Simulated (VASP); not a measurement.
The input files of a VASP run:

### POSCAR
```
Te
1
    2.2746000000    -3.9397220000     0.0000000000
    2.2746000000     3.9397220000     0.0000000000
    0.0000000000     0.0000000000     6.0486000000
Te
3
Direct
  0.0000000000   0.2630000000   0.6666670000
  0.7370000000   0.7370000000   0.0000000000
  0.2630000000   0.0000000000   0.3333330000
```

**INCAR**
```
SYSTEM = Te
PREC = Accurate
ENCUT = 400
EDIFF = 1E-6
NELM = 100
ALGO = Normal
LREAL = .FALSE.
LASPH = .TRUE.
ISMEAR = 0
SIGMA = 0.05
GGA = PE
LMAXMIX = 4
LWAVE = .FALSE.
LCHARG = .FALSE.
ISIF = 2
ISPIN = 2
MAGMOM = 1.0 1.0 1.0 1.0 1.0
```

KPOINTS:
```
Automatic mesh
0
Gamma
4 4 3
0 0 0
```

POTCAR, in this order: Te (PBE.64 set). Program: vasp_std.

Q: One choice in this input is risky. Which, and does it do harm here?

A: The risk: MAGMOM holds more values than there are atoms. Here it does no harm: the run (PBE GGA, plane waves, VASP's PBE PAW potentials (set 64)) converges to the same energy and pressure as with the safe setting.
OSZICAR:
```
       N       E                     dE             d eps       ncg     rms          rms(c)
DAV:   1     0.661817482490E+02    0.66182E+02   -0.54142E+03   540   0.751E+02
DAV:   2    -0.474669840090E+01   -0.70928E+02   -0.67827E+02   722   0.129E+02
DAV:   3    -0.885183202963E+01   -0.41051E+01   -0.40905E+01   624   0.356E+01
DAV:   4    -0.893329027542E+01   -0.81458E-01   -0.81452E-01   879   0.585E+00
DAV:   5    -0.893355333420E+01   -0.26306E-03   -0.26306E-03   680   0.339E-01    0.118E+01
DAV:   6    -0.933376139021E+01   -0.40021E+00   -0.23777E-01   610   0.261E+00    0.728E+00
DAV:   7    -0.939395856329E+01   -0.60197E-01   -0.16659E-01   575   0.217E+00    0.510E+00
DAV:   8    -0.937824769793E+01    0.15711E-01   -0.20563E-02   617   0.833E-01    0.968E-01
DAV:   9    -0.939406231633E+01   -0.15815E-01   -0.19005E-02   617   0.740E-01    0.279E-01
DAV:  10    -0.939538562469E+01   -0.13233E-02   -0.25516E-03   596   0.310E-01    0.117E-01
DAV:  11    -0.939539780233E+01   -0.12178E-04   -0.11843E-04   757   0.629E-02    0.461E-02
DAV:  12    -0.939540796744E+01   -0.10165E-04   -0.15906E-05   652   0.259E-02    0.213E-02
DAV:  13    -0.939541111934E+01   -0.31519E-05   -0.43520E-06   729   0.121E-02    0.348E-03
DAV:  14    -0.939541139356E+01   -0.27422E-06   -0.60239E-07   494   0.533E-03
   1 F= -.93954114E+01 E0= -.93954114E+01  d E =-.107616E-11  mag=     0.0001
```

The compound is Te in the trig structure. The cell was not relaxed at this level.
